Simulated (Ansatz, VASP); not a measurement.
**Cross-check of Ga2SnS5 (1T-SnS2 under alpha-Ga2S3 ferroelectric layer, AA') between VASP and Ansatz**

Wanted: the spread between two codes on one cell, functional and k mesh. Of the first pair: The structure shown is the start of the Ansatz relaxation below; VASP solves that cell, so the two are compared at the walk's first step.

Main program and level: Ansatz 0.2.0; plane waves, with VASP 6.6.1 beside it; single point at PBE with D3(BJ).

**1. Starting point**

The cell holds 8 atoms: 5 S, 1 Sn and 2 Ga. Cell: a = 3.675 Å, b = 3.675 Å, c = 53.019 Å, α = 90.0°, β = 90.0°, γ = 120.0°. Vacuum lies along c.

Structure file:

```cif
data_structure
_symmetry_space_group_name_H-M 'P 1'
_symmetry_Int_Tables_number 1
_cell_length_a 3.6750
_cell_length_b 3.6750
_cell_length_c 53.0195
_cell_angle_alpha 90.000
_cell_angle_beta 90.000
_cell_angle_gamma 120.000
_cell_volume 620.13
loop_
_atom_site_label
_atom_site_type_symbol
_atom_site_fract_x
_atom_site_fract_y
_atom_site_fract_z
_atom_site_occupancy
S1 S 0.66667 0.33333 0.39608 1
S2 S 0.33333 0.66667 0.43032 1
S3 S 0.33333 0.66667 0.48690 1
S4 S 0.00000 0.00000 0.55098 1
S5 S 0.33333 0.66667 0.60392 1
Sn6 Sn 0.00000 0.00000 0.41320 1
Ga7 Ga 0.00000 0.00000 0.50817 1
Ga8 Ga 0.66667 0.33333 0.58034 1
```

**2. Ansatz: relaxation, PBE with D3(BJ)**

Ansatz runs on its default PAW (the set named soft_2) files.

The two programs are compared at the cell with which this relaxation starts, whose forces are those of its first step.

The input, input.yaml:

```yaml
crystal:
  lattice:
    - [3.675, 0.0, 0.0]
    - [-1.8375, 3.1826433589, 0.0]
    - [0.0, 0.0, 53.019452331]
  atoms:
    - { symbol: S, position: [0.6666666667, 0.3333333333, 0.3960810434] }
    - { symbol: Sn, position: [0.0, 0.0, 0.4131989762] }
    - { symbol: S, position: [0.3333333333, 0.6666666667, 0.430316909] }
    - { symbol: S, position: [0.3333333333, 0.6666666667, 0.4868999152] }
    - { symbol: Ga, position: [0.0, 0.0, 0.5081657822] }
    - { symbol: S, position: [0.0, 0.0, 0.5509802569] }
    - { symbol: Ga, position: [0.6666666667, 0.3333333333, 0.580342704] }
    - { symbol: S, position: [0.3333333333, 0.6666666667, 0.6039189566] }
  periodic: [true, true, false]
kpoints:
  mp_grid: { grid: [12, 12, 1] }
hamiltonian:
  xc: pbe
  dispersion: d3bj
scf:
  occupations: { method: fermi_dirac, width: 0.05 }
  convergence: { dr2_threshold: 1.0e-09 }
relax:
  f_tol: 0.004
  max_steps: 90
  cell: {}
output:
  write_potential: true
  write_density: true
  volumetric_format: npy
```

Started as:

```console
$ ansatz run input.yaml --threads 2 --pin off --max-ram 3072MiB --backend cpu --events-out ev --progress --plain --runs-dir out
```

Numbers of over 12 decimals in the logs are rounded to 6 here.

What it wrote:

```text
Warning: relax.cell: scf.convergence.dr2_threshold = 1e-9 eV is looser than the 1.81070288967e-10 eV advised for a relaxation that steers and ends on the stress (1e-10 eV for each atom of the cell: 8, times the square of relax.cell.stress_2d_tol = 0.05 N/m over 21.0 Å (the atoms' height at the walk's start and 5 Å past either face), 2.379e-2 GPa, over a crystal's default 0.05). What an SCF threshold leaves in a stress goes as its square root, and in the free energy as the threshold itself, and one threshold admits the most on a small cell: [figures from the program's tests cut] Set scf.convergence.dr2_threshold to 1.81070288967e-10 eV or tighter. [rest of the remark cut]
Engine: ansatz 0.2.0, x86_64-unknown-linux-gnu
Pseudopotentials: kind: paw
Pseudopotential: S, paw, valence charge 6, recommended cutoff 420 eV (normal), S.paw.azcp
Pseudopotential: Sn, paw, valence charge 14, recommended cutoff 420 eV (normal), Sn.paw.azcp
Pseudopotential: Ga, paw, valence charge 13, recommended cutoff 420 eV (normal), Ga.paw.azcp
Functional definition: PBE
  parameter kappa = 0.804
  parameter beta = 0.066725
  exchange = pbe_x(kappa = kappa, mu = beta*pi^2/3)
  correlation = pbe_c(beta = beta)
Crystal: 8 atoms, lattice volume = 620.127 Å³
Basis set: ecut = 420 eV, 12093 PW (Γ), exchange–correlation on 50×50×720 points (8 copies of the dense FFT grid, shifted against one another)
Bands: 43, of which v1, the nominal top of the filled ones, is band 35 counted from 1 (34 counted from 0)
Symmetry: 6 space group operations
Space group: P3m1 (ITA 156), of the structure as read, at distance tolerance 8.5e-5 Å
k-points: 19 of 144 (time reversal used)
Non-local potential: S, projectors of the file, l = 0: 2, l = 1: 2, l = 2: 2
Non-local potential: Sn, projectors of the file, l = 0: 2, l = 1: 2, l = 2: 2, l = 3: 2
Non-local potential: Ga, projectors of the file, l = 0: 2, l = 1: 2, l = 2: 3, l = 3: 1
PAW form: soft (Blöchl's): semilocal exchange-correlation on the pseudo side does not see the compensation charge
PAW one-centre angular grid: S, 110 points (default); XC on 64 Gauss nodes
PAW one-centre angular grid: Sn, 590 points (default); XC on 64 Gauss nodes
PAW one-centre angular grid: Ga, 590 points (default); XC on 64 Gauss nodes
Initial density: superposition of atomic densities (neutral atoms: chi_scale 0, normalization atom), corrected by the library's trained network
Initial wavefunctions: pseudopotential atomic-orbital guess
Functional: x = pbe(κ = 0.804, μ = 0.219515), c = pbe(β = 0.066725)
SCF iter   1: F=—  HF=-18102.615729 eV  |F-HF|=—  |Δ(HF+E_count)|=         —  Δρ=1.59e-3  dr2=1.05e-1  ethr=1.77e-3  ⟨swp⟩=19.7  Hψ=6628  notcnv=0  defer=3
preconditioner: auto → Resta (q_TF=auto, 1.897 Å⁻¹)  ε∞=1.7  [insulator: Δε(μ)=1.354 eV  Ē_g=14.553 eV  σ=0.050 eV  W_gap=1.00  n_scr=32 (ndim 8)  ℏωp=12.5 eV  f_vac=0.723  D(μ)=0.00/eV (n_scr^D=0)  ε∞_Penn≈1.7  vacuum switching on, ρ_ref=1.5e-2 e/Å³]
SCF iter   2: F=—  HF=-18102.635748 eV  |F-HF|=—  |Δ(HF+E_count)|=   2.00e-2  Δρ=2.06e-3  dr2=4.22e-1  ethr=1.51e-4  ⟨swp⟩=4.6  Hψ=1984  notcnv=0  defer=49
preconditioner: auto → LDOS  [insulator: Δε(μ)=0.319 eV  Ē_g=14.422 eV  σ=0.050 eV  W_gap=0.86  n_scr=32 (ndim 8)  ℏωp=12.5 eV  f_vac=0.723  D(μ)=0.07/eV (n_scr^D=2)  ε∞_Penn≈1.7  β→1.0]
SCF iter   3: F=—  HF=-18102.608027 eV  |F-HF|=—  |Δ(HF+E_count)|=   2.77e-2  Δρ=1.03e-3  dr2=4.83e-2  ethr=1.51e-4  ⟨swp⟩=4.1  Hψ=1393  notcnv=0  defer=43
SCF iter   4: F=—  HF=-18102.601975 eV  |F-HF|=—  |Δ(HF+E_count)|=   6.05e-3  Δρ=3.76e-4  dr2=5.17e-3  ethr=6.90e-5  ⟨swp⟩=3.1  Hψ=1354  notcnv=0  defer=46
SCF iter   5: F=—  HF=-18102.601174 eV  |F-HF|=—  |Δ(HF+E_count)|=   8.01e-4  Δρ=1.46e-4  dr2=9.52e-4  ethr=7.38e-6  ⟨swp⟩=2.8  Hψ=1344  notcnv=0  defer=46
SCF iter   6: F=—  HF=-18102.601090 eV  |F-HF|=—  |Δ(HF+E_count)|=   8.39e-5  Δρ=7.52e-5  dr2=8.95e-5  ethr=1.36e-6  ⟨swp⟩=2.7  Hψ=1256  notcnv=0  defer=46
SCF iter   7: F=—  HF=-18102.601078 eV  |F-HF|=—  |Δ(HF+E_count)|=   1.24e-5  Δρ=3.84e-5  dr2=2.12e-5  ethr=1.28e-7  ⟨swp⟩=3.1  Hψ=1687  notcnv=0  defer=46
SCF iter   8: F=—  HF=-18102.601084 eV  |F-HF|=—  |Δ(HF+E_count)|=   6.16e-6  Δρ=1.80e-5  dr2=4.13e-6  ethr=3.03e-8  ⟨swp⟩=3.3  Hψ=1566  notcnv=0  defer=46
SCF iter   9: F=—  HF=-18102.601120 eV  |F-HF|=—  |Δ(HF+E_count)|=   3.57e-5  Δρ=6.55e-6  dr2=3.89e-7  ethr=5.89e-9  ⟨swp⟩=3.1  Hψ=1427  notcnv=0  defer=46
[...]
Crystal: 8 atoms, lattice volume = 603.714 Å³
iter 1 solved again at ethr=2.18e-7 eV; its pass at ethr=3.10e-3 eV (dr2=1.53e-4 eV) is discarded
[...]
preconditioner: auto → LDOS  [insulator: Δε(μ)=0.353 eV  Ē_g=14.300 eV  σ=0.050 eV  W_gap=0.93  n_scr=32 (ndim 8)  ℏωp=12.6 eV  f_vac=0.697  D(μ)=0.09/eV (n_scr^D=2)  ε∞_Penn≈1.8  β→1.0]
[...]
SCF iter   7: F=—  HF=-18106.726805 eV  |F-HF|=—  |Δ(HF+E_count)|=   2.42e-9  Δρ=9.56e-7  dr2=4.83e-9  ethr=5.75e-11  ⟨swp⟩=3.4  Hψ=1937  notcnv=0
SCF iter   8: F=—  HF=-18106.726805 eV  |F-HF|=—  |Δ(HF+E_count)|=   2.38e-9  Δρ=3.12e-7  dr2=1.41e-9  ethr=1.43e-12  ⟨swp⟩=12.3  Hψ=7079  notcnv=0
SCF iter   9: F=-18106.726805 eV  HF=-18106.726805 eV  |F-HF|=3.49e-10  |Δ(HF+E_count)|=  5.42e-10  Δρ=8.91e-8  dr2=2.90e-10  ethr=1.43e-12  ⟨swp⟩=10.1  Hψ=5917  notcnv=0
SCF 15 converged in 9 iterations: F = -18106.726805 eV  dr2 = 2.90e-10
relax step  15: F+E_penalty+E_count = -18106.72680497 eV  Δ(F+E_penalty+E_count) = -1.820e-5 eV  max|allowed force component| = 1.055e-3 eV/Å  Δτ_max = 0.0056 Å  P = +0.002 N/m  Ω = 603.714 Å³  energy of the carried Pulay correction = +1.695e-3 eV  fix = [c, alpha, beta]  reactions: c +0.000 N/m  (9 SCF iters, accepted)
Initial wavefunctions: pseudopotential atomic-orbital guess (no wavefunctions were taken with the density)
iter 1 solved again at ethr=4.00e-7 eV; its pass at ethr=3.10e-3 eV (dr2=2.80e-4 eV) is discarded
SCF iter   1: F=—  HF=-18106.725649 eV  |F-HF|=—  |Δ(HF+E_count)|=         —  Δρ=1.47e-5  dr2=3.65e-7  ethr=4.00e-7  ⟨swp⟩=5.4  Hψ=9478  notcnv=0
eigensolver tolerance schedule: the retry pair's looser diagonalisation over-reported the residual by 765.42 of it (diagonalisation noise at 0.11 of the residual, at the tolerance the schedule requests for it); recorded, not acted on — ethr = c·dr2/N_el stays at c = 1.0e-1
SCF iter   2: F=—  HF=-18106.725789 eV  |F-HF|=—  |Δ(HF+E_count)|=   1.40e-4  Δρ=9.85e-6  dr2=3.30e-7  ethr=5.22e-10  ⟨swp⟩=4.6  Hψ=2687  notcnv=0
SCF iter   3: F=—  HF=-18106.725789 eV  |F-HF|=—  |Δ(HF+E_count)|=   2.65e-7  Δρ=5.09e-6  dr2=1.50e-7  ethr=4.72e-10  ⟨swp⟩=2.1  Hψ=1388  notcnv=0
SCF iter   4: F=—  HF=-18106.725788 eV  |F-HF|=—  |Δ(HF+E_count)|=   1.14e-7  Δρ=1.67e-6  dr2=1.30e-8  ethr=2.15e-10  ⟨swp⟩=3.0  Hψ=1820  notcnv=0
SCF iter   5: F=—  HF=-18106.725788 eV  |F-HF|=—  |Δ(HF+E_count)|=   1.07e-8  Δρ=3.20e-7  dr2=1.89e-9  ethr=1.85e-11  ⟨swp⟩=2.7  Hψ=1648  notcnv=0
SCF iter   6: F=-18106.725788 eV  HF=-18106.725788 eV  |F-HF|=7.35e-10  |Δ(HF+E_count)|=  4.04e-10  Δρ=1.15e-7  dr2=3.84e-10  ethr=1.43e-12  ⟨swp⟩=16.2  Hψ=7295  notcnv=0
SCF 16 converged in 6 iterations: F = -18106.725788 eV  dr2 = 3.84e-10
relax step  16: F+E_penalty+E_count = -18106.72578849 eV  Δ(F+E_penalty+E_count) = +1.016e-3 eV  max|allowed force component| = 9.949e-4 eV/Å  Δτ_max = 0.0000 Å  P = -0.034 N/m  Ω = 603.714 Å³  fix = [c, alpha, beta]  reactions: c -0.000 N/m  stress off target by 3.35e-2 N/m on what of the cell is left free  SCF on the basis re-selected at this cell (its energy is not comparable with the rows above)  (6 SCF iters)
basis re-selected at this cell: Δ(F+E_penalty+E_count) = +1.016e-3 eV, ΔP = -0.035 N/m vs the last step (what re-selecting the basis moved, of the pressure what is left beyond the Pulay correction that the steps carried, after the strain that the cell walked since its last selection, with what the two solves' SCF thresholds leave and, on support functions, any second-order correction that the steps lacked; it is no m [...]
SCF converged after 6 iterations
Free energy (F): -18106.725788 eV
Harris-Foulkes:  -18106.725788 eV  (|F-HF|=7.35e-10)
Internal energy: -18106.724576 eV  (E = F + TS)
E sigma→0 (E₀):  -18106.725182 eV
Entropy (-TS):   -0.001213 eV (-0.152 meV/atom)
Fermi energy:    -5.967212 eV
--- Per-component energies (eV) ---
  E_band       = -1164.213736
  E_kinetic    = 951.459718
  E_local      = -328393.385715  (includes V_loc(G=0)·N_el)
  E_nonlocal   = 968.160698
  E_hartree    = 163589.388944
  E_xc         = -1002.123603
  E_vxc        = -644.535043  (∫ρ·V_xc dr)
  E_paw        = -11129.136736  (= ΣΔE_a)
  E_vpaw       = -1224.686476  (= ΣTr[D̂ρ^β])
  E_aug_tail   = -0.000206  (compensation charges beyond the density's cutoff)
  E_ewald      = 156910.981260
  E_disp       = -2.068936  (pairwise vdW)
  E_smearing   = -0.001213  (= −TS)
  E_closure    = -0.000000  (closes the sum)
  Σ components = -18106.725788   (vs F -18106.725788, Δ=0.00e0)
--- Forces (eV/Å), atoms counted from 1 ---
  atom   1  S      0.00000000    -0.00000000     0.00069909
  atom   2  Sn    -0.00000000     0.00000000    -0.00007333
  atom   3  S     -0.00000000     0.00000000    -0.00072691
  atom   4  S     -0.00000000     0.00000000    -0.00086146
  atom   5  Ga     0.00000000    -0.00000000     0.00078959
  atom   6  S     -0.00000000     0.00000000     0.00099501
  atom   7  Ga    -0.00000000     0.00000000    -0.00003746
  atom   8  S      0.00000000    -0.00000000    -0.00078379
  max |Σ_I F_I| component: 7.29e-7 eV/Å
--- 2D stress c σ (N/m, compression-positive) ---
       -0.033523       0.000000      -0.000000
        0.000000      -0.033523      -0.000000
       -0.000000      -0.000000      -0.000000
  P = ½ c Tr σ = -0.0335 N/m
--- Band table (eV; the first three rows and the last of 19) ---
  k-point 0: bands = [... 31 lower, -6.4886, -6.4886, -6.3847, -6.3847, -4.8429, -4.3579, -3.4204, -3.1465, ... 4 higher]
  k-point 1: bands = [... 31 lower, -7.0130, -6.7906, -6.5332, -6.2243, -4.5316, -3.9976, -3.0113, -2.8372, ... 4 higher]
  k-point 2: bands = [... 31 lower, -7.2869, -7.2100, -6.8991, -6.1735, -4.3256, -3.5332, -2.7210, -2.5581, ... 4 higher]
  k-point 18: bands = [... 31 lower, -8.1220, -8.0331, -8.0096, -6.5177, -4.7620, -3.5895, -2.8360, -1.5937, ... 4 higher]
  the weakly bound empty levels are not read free of the cell's end (no_gap_told)
--- Relaxed structure (15 steps of the walk, 12 accepted, 1 SCFs on fresh bases) ---
  F+E_penalty+E_count = -18106.72578849 eV   max|allowed force component| = 9.949e-4 eV/Å   (the final SCF, on the basis selected at the relaxed cell)
  cell:  # Å, volume = 603.7144 Å³
    - [3.626042, 0.0, 0]
    - [-1.813021, 3.140245, 0]
    - [0, 0, 53.019452331]
  atoms:
    - { symbol: S, position: [0.666667, 0.333333, 0.371769] }
    - { symbol: Sn, position: [-1.8503717076816684e-17, -2.2551405187698505e-17, 0.400007] }
    - { symbol: S, position: [0.333333, 0.666667, 0.428246] }
    - { symbol: S, position: [0.333333, 0.666667, 0.497398] }
    - { symbol: Ga, position: [-1.8503717076816672e-17, -2.2551405187698486e-17, 0.517145] }
    - { symbol: S, position: [-1.8503717076816675e-17, -2.255140518769849e-17, 0.558715] }
    - { symbol: Ga, position: [0.666667, 0.333333, 0.587567] }
    - { symbol: S, position: [0.333333, 0.666667, 0.609057] }
```

[end of part 1 of 2]

[Lines on the potential files, build, host, timing and source positions are cut from VASP's logs without a mark.]

[Logs are printed without paths, hosts, clocks, repeated set-up lines and the standing remarks that a program may print on its own settings, such as how far it seeks lower states.]

[Hosts, paths, dates, database ids (printed as entryN), source tags and the programs' standing remarks are cut or masked in the printed files.]
